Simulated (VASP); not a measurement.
Level of theory: PBEsol GGA, VASP's PBE PAW potentials (set 64) (plane waves; VASP).

A VASP calculation is set up with these files.

POSCAR:
```
CsPbCl3
1
    5.2085121460    -0.0000000000     0.0000000000
   -0.0000000000     5.2085121460     0.0000000000
   -0.0000000000    -0.0000000000     5.2085121460
Cs Pb Cl
1 1 3
Direct
  0.0000000000   0.0000000000   0.0000000000
  0.5000000000   0.5000000000   0.5000000000
  0.5000000000   0.0000000000   0.5000000000
  0.0000000000   0.5000000000   0.5000000000
  0.5000000000   0.5000000000   0.0000000000
```

INCAR:
```
ALGO  =  Normal
EDIFF  =  1E-6
EDIFFG  =  -0.02
ENCUT  =  500
GGA  =  PS
IBRION  =  2
ISIF  =  3
ISMEAR  =  0
LASPH  =  T
LCHARG  =  F
LMAXMIX  =  4
LREAL  =  F
LWAVE  =  F
NELM  =  100
NSW  =  40
PREC  =  Accurate
PSTRESS  =  100
SIGMA  =  0.05
SYSTEM  =  CsPbCl3
```

**KPOINTS**
```
Automatic mesh
0
Gamma
4 4 4
0 0 0
```

POTCAR, in this order: Cs_sv Pb_d Cl (PBE.64 set). Program: vasp_std.

What VASP printed:

File OUTCAR:
```
 ion  position               nearest neighbor table
   1  0.000  0.000  0.000-
   2  0.500  0.500  0.500-   3 2.60   4 2.60   5 2.60   5 2.60   3 2.60   4 2.60
   3  0.500  0.000  0.500-   2 2.60   2 2.60
   4  0.000  0.500  0.500-   2 2.60   2 2.60
   5  0.500  0.500  0.000-   2 2.60   2 2.60
  LATTYP: Found a simple cubic cell.
 ALAT       =     5.2085121460
 Subroutine PRICEL returns:
 Original cell was already a primitive cell.
 Subroutine GETGRP returns: Found 48 space group operations
The static configuration has the point symmetry O_h .
The dynamic configuration has the point symmetry O_h .
 Subroutine INISYM returns: Found 48 space group operations
 Subroutine IBZKPT returns following result:
 Found     10 irreducible k-points:

 Following reciprocal coordinates:
            Coordinates               Weight
  0.000000  0.000000  0.000000      1.000000
  0.250000  0.000000  0.000000      6.000000
  0.500000  0.000000  0.000000      3.000000
  0.250000  0.250000  0.000000     12.000000
  0.500000  0.250000  0.000000     12.000000
  0.500000  0.500000  0.000000      3.000000
  0.250000  0.250000  0.250000      8.000000
  0.500000  0.250000  0.250000     12.000000
  0.500000  0.500000  0.250000      6.000000
  0.500000  0.500000  0.500000      1.000000
   k-points           NKPTS =     10   k-points in BZ     NKDIM =     10   number of bands    NBANDS=     26
   number of dos      NEDOS =    301   number of ions     NIONS =      5
   total plane-waves  NPLWV =  64000
   dimension x,y,z NGX =    40 NGY =   40 NGZ =   40
   dimension x,y,z NGXF=    80 NGYF=   80 NGZF=   80
   ions per type =               1   1   3
   PREC   = accura    normal or accurate (medium, high low for compatibility)
   ISTART =      0    job   : 0-new  1-cont  2-samecut
   ICHARG =      2    charge: 1-file 2-atom 10-const
   ISPIN  =      1    spin polarized calculation?
   LNONCOLLINEAR =      F non collinear calculations
...
```

OSZICAR:
```
       N       E                     dE             d eps       ncg     rms          rms(c)
DAV:   1     0.436609668672E+03    0.43661E+03   -0.19803E+04   520   0.156E+03
DAV:   2     0.409509202864E+02   -0.39566E+03   -0.38648E+03   600   0.370E+02
DAV:   3    -0.151583970355E+02   -0.56109E+02   -0.53969E+02   646   0.141E+02
DAV:   4    -0.177986801828E+02   -0.26403E+01   -0.26278E+01   680   0.350E+01
DAV:   5    -0.178998788065E+02   -0.10120E+00   -0.10115E+00   734   0.608E+00    0.897E+00
DAV:   6    -0.174513885640E+02    0.44849E+00   -0.10324E+00   710   0.101E+01    0.552E+00
DAV:   7    -0.174333694842E+02    0.18019E-01   -0.54264E-01   786   0.528E+00    0.158E+00
DAV:   8    -0.174337762875E+02   -0.40680E-03   -0.88111E-02   760   0.304E+00    0.405E-01
DAV:   9    -0.174338094030E+02   -0.33116E-04   -0.96671E-03   766   0.986E-01    0.105E-01
DAV:  10    -0.174339774425E+02   -0.16804E-03   -0.78726E-04   670   0.195E-01    0.288E-02
DAV:  11    -0.174340322755E+02   -0.54833E-04   -0.11187E-04   786   0.966E-02    0.165E-02
DAV:  12    -0.174340351126E+02   -0.28372E-05   -0.10479E-05   798   0.336E-02    0.404E-03
DAV:  13    -0.174340352473E+02   -0.13465E-06   -0.67020E-07   450   0.128E-02
   1 F= -.86148095E+01 E0= -.86148095E+01  d E =-.861481E+01
```

OUTCAR:
```
------------------------ aborting loop because EDIFF is reached ----------------------------------------
  FORCE on cell =-STRESS in cart. coord.  units (eV):
  Direction    XX          YY          ZZ          XY          YZ          ZX
  --------------------------------------------------------------------------------------
  Total        8.7869096      8.7869096      8.7869096      0.0000000      0.0000000     -0.0000000
  in kB       99.6335711     99.6335711     99.6335711      0.0000000      0.0000000     -0.0000000
  external PRESSURE =      -0.3664289 kB  Pullay stress =     100.0000000 kB
  volume of cell :      141.30
      direct lattice vectors                 reciprocal lattice vectors
     5.208512146  0.000000000  0.000000000     0.191993408  0.000000000  0.000000000
     0.000000000  5.208512146  0.000000000     0.000000000  0.191993408  0.000000000
     0.000000000  0.000000000  5.208512146     0.000000000  0.000000000  0.191993408
 POSITION                                       TOTAL-FORCE (eV/Angst)
 -----------------------------------------------------------------------------------
      0.00000      0.00000      0.00000         0.000000      0.000000      0.000000
      2.60426      2.60426      2.60426         0.000000      0.000000      0.000000
      2.60426      0.00000      2.60426         0.000000      0.000000      0.000000
      0.00000      2.60426      2.60426         0.000000      0.000000      0.000000
      2.60426      2.60426      0.00000         0.000000      0.000000      0.000000
 -----------------------------------------------------------------------------------
    total drift:                                0.000000      0.000000     -0.000000
  FREE ENERGIE OF THE ION-ELECTRON SYSTEM (eV)
  ---------------------------------------------------
  free  energy   TOTEN  =       -17.4340352473 eV

  energy  without entropy=      -17.4340352473  energy(sigma->0) =      -17.43403525
  enthalpy is  TOTEN    =        -8.6148094614 eV   P V=        8.8192257859

 reached required accuracy - stopping structural energy minimisation
```
(Selected blocks of OUTCAR.)

The compound is CsPbCl3 in the cubic perovskite structure, the ideal cubic form; the compound distorts at low or room temperature. It was relaxed first under an external pressure of 10 GPa.
